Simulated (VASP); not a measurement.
The system is CuF.

```
Cu F
1.0
     2.47101    0.00000    0.00000
     0.00000    2.47101    0.00000
     0.00000    0.00000    3.41650
Cu F
1 1
Cartesian
  0.0000 0.0000 0.0000
  1.2355 1.2355 1.7083
```

The cell was built by a generator and needn't be a form met in nature.

```yaml
Program: VASP 6.6.1
Task: relaxation of cell and atoms
Functional: r2SCAN
Dispersion: D4
Potentials_or_basis: VASP PAW PBE potentials, release 64 (Cu, F)
Cutoff: 600 eV
k_mesh: 11 × 11 × 8
Occupations: gaussian, width 0.05 eV
Spin: no spin polarisation
```

At the start: pressure -3.3 GPa; volume 10.43 Å³/atom.

How do energy, volume and symmetry change on relaxing?

Over 11 steps the energy falls by 130.3 meV/atom and the volume is 10.17 Å³/atom (-2.5 %); space group Pm-3m (No. 221, to 0.05 Å).

Step by step:
| step | energy change (eV) | largest force (eV/Å) | pressure (GPa) | volume (Å³) |
| --- | --- | --- | --- | --- |
| 1 | 0.0000 | 0.0000 | -3.28 | 20.86 |
| 2 | -0.1494 | 0.0000 | 0.57 | 20.18 |
| 3 | -0.2004 | 0.0000 | 4.63 | 19.62 |
| 4 | -0.1695 | 0.0000 | 15.85 | 18.36 |
| 5 | -0.2077 | 0.0000 | 8.86 | 19.09 |
| 6 | -0.2553 | 0.0000 | -1.57 | 20.63 |
| 7 | -0.2555 | 0.0000 | -1.01 | 20.53 |
| 8 | -0.2580 | 0.0000 | -0.71 | 20.48 |
| 9 | -0.2602 | 0.0000 | -0.28 | 20.39 |
| 10 | -0.2581 | 0.0000 | 0.78 | 20.20 |
| 11 | -0.2606 | 0.0000 | -0.05 | 20.34 |

Final structure:
```yaml
crystal:
  lattice:
    - [2.72072, 0.00000, 0.00000]
    - [0.00000, 2.72072, 0.00000]
    - [0.00000, 0.00000, 2.74842]
  atoms:
    - { symbol: Cu, position: [0.00000, 0.00000, 0.00000] }
    - { symbol: F, position: [0.50000, 0.50000, 0.50000] }
```

Caveat: the PAW data sets were made with another functional, which shifts forces and pressure a little; the run has no spin polarisation, though such a crystal can be magnetic; pairwise dispersion overbinds metals, which lowers pressure and volume.
